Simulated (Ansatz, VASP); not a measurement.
**Cross-check of VInS3 between VASP and Ansatz**

Aim: how closely do two programs agree when they are given the same cell, functional and k mesh? The cell is generated by rule, not measured, and may not be a known phase. The cell is taken from a series of runs on this material, whose earlier steps may have relaxed, scaled, displaced or heated it; both programs get it as it stands.

Program: Ansatz 0.2.0. Level of theory: plane waves, with VASP 6.6.1 beside it; relaxation of cell and atoms at PBEsol. Results are calculated unless marked as measured.

**1. The starting structure**

It takes space group P4/mbm (No. 127, tetragonal). The conventional cell has a = 5.996 Å, b = 5.996 Å, c = 4.991 Å, α = 90.00°, β = 90.00°, γ = 90.00°. In has 8 S at 2.84 to 3.00 Å nearest. Nearest to V lie 6 S at 2.26 to 2.50 Å. Nearest to S lie 2 V at 2.26 Å and 2 In at 2.84 Å. Nearest to S lie 2 V at 2.50 Å and 4 In at 3.00 Å. Farther neighbours and most contacts between anions are not listed.

Coordinates:

```cif
data_structure
_symmetry_space_group_name_H-M 'P 1'
_symmetry_Int_Tables_number 1
_cell_length_a 5.9955
_cell_length_b 5.9955
_cell_length_c 4.9913
_cell_angle_alpha 90.000
_cell_angle_beta 90.000
_cell_angle_gamma 90.000
_cell_volume 179.42
loop_
_atom_site_label
_atom_site_type_symbol
_atom_site_fract_x
_atom_site_fract_y
_atom_site_fract_z
_atom_site_occupancy
In1 In 0.50000 0.00000 0.00000 1
In2 In 0.00000 0.50000 0.00000 1
V3 V 0.00000 0.00000 0.50000 1
V4 V 0.50000 0.50000 0.50000 1
S5 S 0.15868 0.65868 0.50000 1
S6 S 0.84132 0.34132 0.50000 1
S7 S 0.34132 0.15868 0.50000 1
S8 S 0.65868 0.84132 0.50000 1
S9 S 0.00000 0.00000 0.00000 1
S10 S 0.50000 0.50000 0.00000 1
```

**2. Ansatz: relaxation of cell and atoms, PBEsol, pair 1**

Ansatz runs on its PAW soft_1 files.

The relaxed volume is the usual yardstick between codes: in a stiff, nearly cubic crystal its relative difference is about their pressure difference at one cell divided by the bulk modulus.

Input file input.yaml:

```yaml
crystal:
  lattice:
    - [5.9955298669, 0.0, 0.0]
    - [0.0, 5.9955298669, 0.0]
    - [0.0, 0.0, 4.991271198]
  atoms:
    - { symbol: In, position: [0.5, 0.0, 0.0] }
    - { symbol: In, position: [0.0, 0.5, 0.0] }
    - { symbol: V, position: [0.0, 0.0, 0.5] }
    - { symbol: V, position: [0.5, 0.5, 0.5] }
    - { symbol: S, position: [0.1586830546, 0.6586830546, 0.5] }
    - { symbol: S, position: [0.8413169454, 0.3413169454, 0.5] }
    - { symbol: S, position: [0.3413169454, 0.1586830546, 0.5] }
    - { symbol: S, position: [0.6586830546, 0.8413169454, 0.5] }
    - { symbol: S, position: [0.0, 0.0, 0.0] }
    - { symbol: S, position: [0.5, 0.5, 0.0] }
kpoints:
  mp_grid: { grid: [6, 6, 8] }
hamiltonian:
  xc: pbesol
  pseudopotentials: { kind: paw, azcp: { folder: soft_1 }, xc_functional: pbe }
scf:
  occupations: { method: methfessel_paxton, width: 0.2 }
output:
  forces: true
  stress: true
  eigenvalues: true
relax:
  adjacent_minimum: "off"
  f_tol: 0.001
  max_steps: 60
  cell: { stress_tol: 0.01 }
```

Launch:

```bash
$ ansatz run input.yaml --threads 4 --pin off --max-ram 16384MiB --backend cpu --events-out ev --progress --plain --runs-dir out
```

Numbers of over 12 decimals in the logs are rounded to 6 here.

Log:

```text
Engine: ansatz 0.2.0, aarch64-unknown-linux-gnu
Pseudopotentials: kind: paw
Pseudopotential: In, paw, valence charge 13, recommended cutoff 420 eV (normal), soft_1/In.paw.azcp
Pseudopotential: V, paw, valence charge 13, recommended cutoff 420 eV (normal), soft_1/V.paw.azcp
Pseudopotential: S, paw, valence charge 6, recommended cutoff 420 eV (normal), soft_1/S.paw.azcp
Functional definition: PBEsol
  exchange = pbesol_x
  correlation = pbesol_c
Crystal: 10 atoms, lattice volume = 179.418 Å³
Basis set: ecut = 420 eV, 3477 PW (Γ), exchange–correlation on 90×90×72 points (8 copies of the dense FFT grid, shifted against one another)
Bands: 54, of which v1, the nominal top of the filled ones, is band 44 counted from 1 (43 counted from 0)
Symmetry: 16 space group operations
Space group: P4/mbm (ITA 127), of the structure as read, at distance tolerance 5.6e-5 Å
k-points: 50 of 288
Non-local potential: In, projectors of the file, l = 0: 2, l = 1: 2, l = 2: 2, l = 3: 1
Non-local potential: V, projectors of the file, l = 0: 3, l = 1: 2, l = 2: 3, l = 3: 1
Non-local potential: S, projectors of the file, l = 0: 2, l = 1: 2, l = 2: 1
PAW form: soft (Blöchl's): semilocal exchange-correlation on the pseudo side does not see the compensation charge
PAW frozen core: In, regenerated for the run's functional, and the local potential with it (the file was generated under x = pbe(κ = 0.804, μ = 0.219515), c = pbe(β = 0.066725))
PAW frozen core: V, regenerated for the run's functional, and the local potential with it (the file was generated under x = pbe(κ = 0.804, μ = 0.219515), c = pbe(β = 0.066725))
PAW frozen core: S, regenerated for the run's functional, and the local potential with it (the file was generated under x = pbe(κ = 0.804, μ = 0.219515), c = pbe(β = 0.066725))
PAW one-centre angular grid: In, 590 points (default); XC on 64 Gauss nodes
PAW one-centre angular grid: V, 590 points (default); XC on 64 Gauss nodes
PAW one-centre angular grid: S, 110 points (default); XC on 64 Gauss nodes
Initial density: superposition of atomic densities (chi_scale 0.1, normalization cell, long waves kept (reshape's long-wave potential 0.01 eV rms))
Initial wavefunctions: pseudopotential atomic-orbital guess
Functional: x = pbesol(κ = 0.804, μ = 0.123457), c = pbesol(β = 0.046)
SCF iter   1: F=—  HF=-22141.127314 eV  |F-HF|=—  |Δ(HF+E_count)|=         —  Δρ=1.40e-1  dr2=6.34e1  ethr=3.10e-3  ⟨swp⟩=7.3  Hψ=11301  notcnv=0
preconditioner: auto → Kerker (q_TF=auto, 2.423 Å⁻¹)  [metal: Δε(μ)=0.010 eV  Ē_g=8.983 eV  σ=0.200 eV  W_gap=0.04  n_scr=38 (ndim 8)  ℏωp=23.5 eV  f_vac=0.000  D(μ)=7.22/eV (n_scr^D=64)]
SCF iter   2: F=—  HF=-22137.928038 eV  |F-HF|=—  |Δ(HF+E_count)|=    3.20e0  S|Δr|=    0.00e0  Δρ=7.06e-2  dr2=1.84e1  ethr=3.10e-3  ⟨swp⟩=2.7  Hψ=3783  notcnv=0  defer=82
SCF iter   3: F=—  HF=-22136.424136 eV  |F-HF|=—  |Δ(HF+E_count)|=    1.50e0  S|Δr|=    0.00e0  Δρ=9.01e-3  dr2=2.82e-1  ethr=3.10e-3  ⟨swp⟩=2.7  Hψ=4215  notcnv=0  defer=79
SCF iter   4: F=—  HF=-22136.412672 eV  |F-HF|=—  |Δ(HF+E_count)|=   1.15e-2  S|Δr|=    0.00e0  Δρ=3.13e-3  dr2=1.73e-2  ethr=3.20e-4  ⟨swp⟩=1.6  Hψ=3232  notcnv=0  defer=64
SCF iter   5: F=—  HF=-22136.411613 eV  |F-HF|=—  |Δ(HF+E_count)|=   1.06e-3  S|Δr|=    0.00e0  Δρ=8.02e-4  dr2=2.26e-3  ethr=1.97e-5  ⟨swp⟩=2.2  Hψ=3667  notcnv=0  defer=64
SCF iter   6: F=—  HF=-22136.411274 eV  |F-HF|=—  |Δ(HF+E_count)|=   3.39e-4  S|Δr|=    0.00e0  Δρ=2.65e-4  dr2=2.63e-4  ethr=2.56e-6  ⟨swp⟩=2.6  Hψ=4425  notcnv=0  defer=64
SCF iter   7: F=—  HF=-22136.411210 eV  |F-HF|=—  |Δ(HF+E_count)|=   6.40e-5  S|Δr|=    0.00e0  Δρ=7.49e-5  dr2=1.57e-5  ethr=2.98e-7  ⟨swp⟩=2.7  Hψ=4893  notcnv=0  defer=64
SCF iter   8: F=—  HF=-22136.411217 eV  |F-HF|=—  |Δ(HF+E_count)|=   6.90e-6  S|Δr|=    0.00e0  Δρ=2.35e-5  dr2=1.59e-6  ethr=1.78e-8  ⟨swp⟩=2.1  Hψ=4262  notcnv=0  defer=64
SCF iter   9: F=—  HF=-22136.411217 eV  |F-HF|=—  |Δ(HF+E_count)|=   1.87e-7  S|Δr|=    0.00e0  Δρ=9.00e-6  dr2=1.43e-7  ethr=1.81e-9  ⟨swp⟩=2.0  Hψ=4400  notcnv=0  defer=64
SCF iter  10: F=-22136.411217 eV  HF=-22136.411217 eV  |F-HF|=5.32e-9  |Δ(HF+E_count)|=   1.74e-8  S|Δr|=    0.00e0  Δρ=2.09e-6  dr2=9.88e-9  ethr=1.14e-10  ⟨swp⟩=11.2  Hψ=12405  notcnv=0
SCF 1 converged in 10 iterations: F = -22136.411217 eV  dr2 = 9.88e-9
  greatest PAW one-centre occupation: 1.000 electrons in one spin orbital (limit 2), on the V atom at site 3 (counted from 0), in its partial waves of l = 0
relax step   1: F+E_penalty+E_count = -22136.41121700 eV  Δ(F+E_penalty+E_count) = +0.000e0 eV  max|allowed force component| = 1.316e-4 eV/Å  Δτ_max = 0.0000 Å  P = +0.001 GPa  Ω = 179.418 Å³  (10 SCF iters, dr2 threshold 1.00e-7 eV, accepted)
Initial density: handed on by an earlier stage of this run
Initial wavefunctions: pseudopotential atomic-orbital guess (no wavefunctions were taken with the density)
iter 1 solved again at ethr=4.65e-7 eV; its pass at ethr=3.10e-3 eV (dr2=4.09e-4 eV) is discarded
SCF iter   1: F=—  HF=-22136.411211 eV  |F-HF|=—  |Δ(HF+E_count)|=         —  Δρ=2.82e-6  dr2=1.48e-8  ethr=4.65e-7  ⟨swp⟩=4.0  Hψ=19388  notcnv=0
eigensolver tolerance schedule: the retry pair's looser diagonalisation over-reported the residual by 27684.24 of it (diagonalisation noise at an unbounded share of the residual, at the tolerance the schedule requests for it); recorded, not acted on — ethr = c·dr2/N_el stays at c = 1.0e-1
preconditioner: auto → Kerker (q_TF=auto, 2.423 Å⁻¹)  [metal: Δε(μ)=0.022 eV  Ē_g=9.566 eV  σ=0.200 eV  W_gap=0.09  n_scr=38 (ndim 8)  ℏωp=23.5 eV  f_vac=0.000  D(μ)=3.61/eV (n_scr^D=18)]
SCF iter   2: F=—  HF=-22136.411217 eV  |F-HF|=—  |Δ(HF+E_count)|=   5.63e-6  S|Δr|=    0.00e0  Δρ=1.65e-6  dr2=7.04e-9  ethr=1.68e-11  ⟨swp⟩=4.3  Hψ=7774  notcnv=0
SCF iter   3: F=—  HF=-22136.411217 eV  |F-HF|=—  |Δ(HF+E_count)|=  1.78e-10  S|Δr|=    0.00e0  Δρ=9.20e-7  dr2=2.34e-9  ethr=8.00e-12  ⟨swp⟩=1.0  Hψ=2700  notcnv=0
SCF iter   4: F=—  HF=-22136.411217 eV  |F-HF|=—  |Δ(HF+E_count)|=  1.09e-11  S|Δr|=    0.00e0  Δρ=2.52e-7  dr2=1.81e-10  ethr=2.66e-12  ⟨swp⟩=2.4  Hψ=4020  notcnv=0
SCF iter   5: F=—  HF=-22136.411217 eV  |F-HF|=—  |Δ(HF+E_count)|=    0.00e0  S|Δr|=    0.00e0  Δρ=1.92e-7  dr2=8.57e-11  ethr=1.00e-12  ⟨swp⟩=1.0  Hψ=2700  notcnv=0
SCF iter   6: F=—  HF=-22136.411217 eV  |F-HF|=—  |Δ(HF+E_count)|=  3.64e-12  S|Δr|=    0.00e0  Δρ=7.78e-8  dr2=1.30e-11  ethr=1.00e-12  ⟨swp⟩=1.0  Hψ=2700  notcnv=0
SCF iter   7: F=-22136.411217 eV  HF=-22136.411217 eV  |F-HF|=3.64e-12  |Δ(HF+E_count)|=    0.00e0  S|Δr|=    0.00e0  Δρ=8.74e-9  dr2=1.49e-13  ethr=1.00e-12  ⟨swp⟩=7.0  Hψ=12006  notcnv=0
SCF 2 converged in 7 iterations: F = -22136.411217 eV  dr2 = 1.49e-13
  greatest PAW one-centre occupation: 1.000 electrons in one spin orbital (limit 2), on the V atom at site 2 (counted from 0), in its partial waves of l = 0
relax step   2: F+E_penalty+E_count = -22136.41121700 eV  Δ(F+E_penalty+E_count) = -4.551e-9 eV  max|allowed force component| = 1.365e-4 eV/Å  Δτ_max = 0.0000 Å  P = +0.001 GPa  Ω = 179.418 Å³  stress off target by 4.71e-3 GPa  SCF on the basis re-selected at this cell (its energy is not comparable with the rows above)  (7 SCF iters)
basis re-selected at this cell: Δ(F+E_penalty+E_count) = -4.551e-9 eV, ΔP = +0.000 GPa vs the last step (what re-selecting the basis moved, of the pressure what is left beyond the Pulay correction that the steps carried, after the strain that the cell walked since its last selection, with what the two solves' SCF thresholds leave and, on support functions, any second-order correction that the steps lacked; it is no m [...]
SCF converged after 7 iterations
Stability not checked: this state was not tested for a lower state beside it, because cold or Methfessel-Paxton smearing, or corrected tetrahedra, fill the levels in a way that the test cannot read (fill_not_monotonic; see scf.lower_state_search)
Free energy (F): -22136.411217 eV
Harris-Foulkes:  -22136.411217 eV  (|F-HF|=3.64e-12)
Internal energy: -22136.423248 eV  (E = F + TS)
E sigma→0 (E₀):  -22136.414225 eV
Entropy (-TS):   0.012031 eV (1.203 meV/atom)
Fermi energy:    10.016329 eV
--- Per-component energies (eV) ---
  E_band       = -411.631070
  E_kinetic    = 1660.853206
  E_local      = -5551.485811  (includes V_loc(G=0)·N_el)
  E_nonlocal   = 1031.338469
  E_hartree    = 2222.102026
  E_xc         = -1042.799821
  E_vxc        = -968.530502  (∫ρ·V_xc dr)
  E_paw        = -14022.550171  (= ΣΔE_a)
  E_vpaw       = -1028.012761  (= ΣTr[D̂ρ^β])
  E_aug_tail   = 0.002273  (compensation charges beyond the density's cutoff)
  E_ewald      = -6435.026281
  E_core_change = 1.142862  (= ΣΔE_core)
  E_smearing   = 0.012031  (= −TS)
  E_closure    = -0.000000  (closes the sum)
  Σ components = -22136.411217   (vs F -22136.411217, Δ=0.00e0)
--- Forces (eV/Å), atoms counted from 1 ---
  atom   1  In     0.00000000    -0.00000000     0.00000000
  atom   2  In     0.00000000     0.00000000     0.00000000
  atom   3  V      0.00000000     0.00000000     0.00000000
  atom   4  V      0.00000000    -0.00000000     0.00000000
  atom   5  S     -0.00013646    -0.00013646     0.00000000
  atom   6  S      0.00013646     0.00013646     0.00000000
  atom   7  S      0.00013646    -0.00013646     0.00000000
  atom   8  S     -0.00013646     0.00013646     0.00000000
  atom   9  S     -0.00000000     0.00000000     0.00000000
  atom  10  S     -0.00000000    -0.00000000     0.00000000
  max |Σ_I F_I| component: 1.30e-18 eV/Å
--- Stress (GPa, compression-positive) ---
       -0.000140       0.000000       0.000000
        0.000000      -0.000140       0.000000
        0.000000       0.000000       0.004711
  P = ⅓ Tr σ = 0.0015 GPa (0.015 kbar)
--- Band table (eV; the first three rows and the last of 50) ---
  k-point 0: bands = [... 40 lower, 8.0862, 8.5125, 9.3699, 9.3699, 9.6284, 10.0490, 10.3267, 10.3267, ... 6 higher]
  k-point 1: bands = [... 40 lower, 8.3447, 8.6971, 9.6297, 9.6379, 9.6379, 10.0488, 10.3421, 10.3421, ... 6 higher]
  k-point 2: bands = [... 40 lower, 9.2168, 9.2604, 9.6328, 10.0481, 10.0928, 10.0928, 10.3816, 10.3816, ... 6 higher]
  k-point 49: bands = [... 40 lower, 8.6942, 8.6942, 9.7848, 9.7848, 10.7346, 10.7346, 10.9823, 10.9823, ... 6 higher]
--- Relaxed structure (1 steps of the walk, 1 accepted, 1 SCFs on fresh bases) ---
  F+E_penalty+E_count = -22136.41121700 eV   max|allowed force component| = 1.365e-4 eV/Å   (the final SCF, on the basis selected at the relaxed cell)
  cell:  # Å, volume = 179.4181 Å³
    - [5.9955298669, 0.0, 0.0]
    - [0.0, 5.9955298669, 0.0]
    - [0.0, 0.0, 4.991271198]
  atoms:
    - { symbol: In, position: [0.5, 0.0, 0.0] }
    - { symbol: In, position: [0.0, 0.5, 0.0] }
    - { symbol: V, position: [0.0, 0.0, 0.500000] }
    - { symbol: V, position: [0.5, 0.5, 0.500000] }
    - { symbol: S, position: [0.1586830546, 0.6586830546, 0.500000] }
    - { symbol: S, position: [0.841317, 0.341317, 0.500000] }
    - { symbol: S, position: [0.341317, 0.1586830546, 0.500000] }
    - { symbol: S, position: [0.6586830546, 0.841317, 0.500000] }
    - { symbol: S, position: [0.0, 0.0, 0.0] }
    - { symbol: S, position: [0.5, 0.5, 0.0] }
```

(Part 1 of 2 ends here.)

[Lines on the potential files, build, host, timing and source positions are cut from VASP's logs without a mark.]

[Logs are printed without paths, hosts, clocks, repeated set-up lines and the standing remarks that a program may print on its own settings, such as how far it seeks lower states.]

[Hosts, paths, dates, database ids (printed as entryN), source tags and the programs' standing remarks are cut or masked in the printed files.]
